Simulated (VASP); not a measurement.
Output of a VASP run:

File OSZICAR:
```
       N       E                     dE             d eps       ncg     rms          rms(c)
DAV:   1     0.117059918683E+03    0.11706E+03   -0.10044E+04  1820   0.138E+03
DAV:   2    -0.180251557284E+02   -0.13509E+03   -0.13044E+03  2098   0.338E+02
DAV:   3    -0.238802940112E+02   -0.58551E+01   -0.58170E+01  2913   0.619E+01
DAV:   4    -0.240349879115E+02   -0.15469E+00   -0.15460E+00  2283   0.936E+00
DAV:   5    -0.240390462480E+02   -0.40583E-02   -0.40581E-02  2828   0.119E+00    0.224E+01
DAV:   6    -0.214046632826E+02    0.26344E+01   -0.77044E+00  2156   0.198E+01    0.915E+00
DAV:   7    -0.213739373090E+02    0.30726E-01   -0.88664E-01  2759   0.618E+00    0.324E+00
DAV:   8    -0.213769942745E+02   -0.30570E-02   -0.10162E-01  2205   0.303E+00    0.766E-01
DAV:   9    -0.213739243118E+02    0.30700E-02   -0.17072E-02  2290   0.110E+00    0.133E-01
DAV:  10    -0.213738977749E+02    0.26537E-04   -0.76645E-04  2343   0.255E-01    0.436E-02
DAV:  11    -0.213739105001E+02   -0.12725E-04   -0.27648E-05  2291   0.633E-02    0.147E-02
DAV:  12    -0.213739106486E+02   -0.14851E-06   -0.27457E-06  1897   0.182E-02
   1 F= -.21373911E+02 E0= -.21373834E+02  d E =-.213739E+02
       N       E                     dE             d eps       ncg     rms          rms(c)
DAV:   1    -0.214820920949E+02   -0.10818E+00   -0.36828E+00  1982   0.217E+01    0.422E+00
DAV:   2    -0.213812375719E+02    0.10085E+00   -0.33323E-01  2044   0.674E+00    0.110E+00
DAV:   3    -0.213683570258E+02    0.12881E-01   -0.77402E-02  2744   0.232E+00    0.434E-01
DAV:   4    -0.213702332190E+02   -0.18762E-02   -0.45170E-03  2602   0.489E-01    0.204E-01
DAV:   5    -0.213715837805E+02   -0.13506E-02   -0.30917E-03  2750   0.367E-01    0.160E-01
DAV:   6    -0.213718532257E+02   -0.26945E-03   -0.24810E-04  2922   0.125E-01    0.448E-02
DAV:   7    -0.213718680431E+02   -0.14817E-04   -0.24350E-05  2474   0.474E-02    0.112E-02
DAV:   8    -0.213718683590E+02   -0.31583E-06   -0.17546E-06  1508   0.156E-02
   2 F= -.21371868E+02 E0= -.21371796E+02  d E =0.204229E-02
       N       E                     dE             d eps       ncg     rms          rms(c)
DAV:   1    -0.214127407130E+02   -0.40873E-01   -0.11037E+00  1977   0.117E+01    0.232E+00
DAV:   2    -0.213815328824E+02    0.31208E-01   -0.87611E-02  2029   0.348E+00    0.602E-01
DAV:   3    -0.213779873954E+02    0.35455E-02   -0.26261E-02  2785   0.135E+00    0.271E-01
DAV:   4    -0.213786180480E+02   -0.63065E-03   -0.13699E-03  2401   0.289E-01    0.107E-01
DAV:   5    -0.213790022656E+02   -0.38422E-03   -0.99552E-04  2691   0.212E-01    0.977E-02
DAV:   6    -0.213791113494E+02   -0.10908E-03   -0.98000E-05  2976   0.759E-02    0.294E-02
DAV:   7    -0.213791188025E+02   -0.74531E-05   -0.11399E-05  2329   0.335E-02    0.504E-03
DAV:   8    -0.213791191671E+02   -0.36460E-06   -0.29859E-07  1075   0.647E-03
   3 F= -.21379119E+02 E0= -.21379044E+02  d E =-.520852E-02
       N       E                     dE             d eps       ncg     rms          rms(c)
DAV:   1    -0.213797166865E+02   -0.59788E-03   -0.29623E-02  1930   0.174E+00    0.119E-01
DAV:   2    -0.213794405652E+02    0.27612E-03   -0.71839E-04  2070   0.228E-01    0.655E-02
DAV:   3    -0.213793285081E+02    0.11206E-03   -0.28765E-04  2065   0.152E-01    0.197E-02
DAV:   4    -0.213793288737E+02   -0.36567E-06   -0.71776E-06  2087   0.241E-02
   4 F= -.21379329E+02 E0= -.21379252E+02  d E =-.209707E-03
```

### OUTCAR
```
------------------------ aborting loop because EDIFF is reached ----------------------------------------
  FORCE on cell =-STRESS in cart. coord.  units (eV):
  Direction    XX          YY          ZZ          XY          YZ          ZX
  --------------------------------------------------------------------------------------
  Total       -0.0034607     -0.0034607      0.0061068      0.0000000     -0.0000000     -0.0000000
  in kB       -0.1805086     -0.1805087      0.3185270      0.0000000     -0.0000000     -0.0000000
  external PRESSURE =      -0.0141634 kB  Pullay stress =       0.0000000 kB
  volume of cell :       30.72
      direct lattice vectors                 reciprocal lattice vectors
     1.582435728 -2.740859548 -0.000000000     0.315968599 -0.182424525 -0.000000000
     1.582435728  2.740859548 -0.000000000     0.315968599  0.182424525 -0.000000000
     0.000000000  0.000000000  3.541093342     0.000000000  0.000000000  0.282398656
 POSITION                                       TOTAL-FORCE (eV/Angst)
 -----------------------------------------------------------------------------------
      0.00000      0.00000      3.54109         0.000000     -0.000000      0.000000
      1.58244      0.91362      1.77055         0.000000     -0.000000     -0.000000
      1.58244     -0.91362      1.77055        -0.000000      0.000000      0.000000
 -----------------------------------------------------------------------------------
    total drift:                                0.000000     -0.000000      0.000000
  FREE ENERGIE OF THE ION-ELECTRON SYSTEM (eV)
  ---------------------------------------------------
  free  energy   TOTEN  =       -21.3793288737 eV

  energy  without entropy=      -21.3790996026  energy(sigma->0) =      -21.37925245

 reached required accuracy - stopping structural energy minimisation
```
(Selected blocks of OUTCAR.)

**POSCAR**
```
ZrB2
1
    1.5773694155    -2.7320844332    -0.0000000000
    1.5773694155     2.7320844332     0.0000000000
   -0.0000000000    -0.0000000000     3.5119726415
Zr B
1 2
Direct
  0.0000000000   0.0000000000   0.0000000000
  0.3333330000   0.6666670000   0.5000000000
  0.6666670000   0.3333330000   0.5000000000
```

Q: Reconstruct the remaining input files.

A: One answer among several that fit: the input of the run itself, optB86b-vdW, plane waves, VASP's PBE PAW potentials (set 64).

### KPOINTS
```
Automatic mesh
0
Gamma
  10 10 8
0 0 0
```

### INCAR
```
SYSTEM = ZrB2
PREC = Accurate
ENCUT = 520
EDIFF = 1E-6
NELM = 100
ALGO = Normal
LREAL = .FALSE.
LASPH = .TRUE.
ISMEAR = 1
SIGMA = 0.1
GGA = MK
PARAM1 = 0.1234
PARAM2 = 1.0
LUSE_VDW = .TRUE.
AGGAC = 0.0
LMAXMIX = 4
LWAVE = .FALSE.
LCHARG = .FALSE.
IBRION = 2
ISIF = 3
NSW = 60
EDIFFG = -0.02
```

POTCAR, in this order: Zr_sv B (PBE.64 set). Program: vasp_std.

The compound is ZrB2 in the AlB2 type structure. This run relaxes it. Symmetry was kept, so distortions that lower it aren't found.
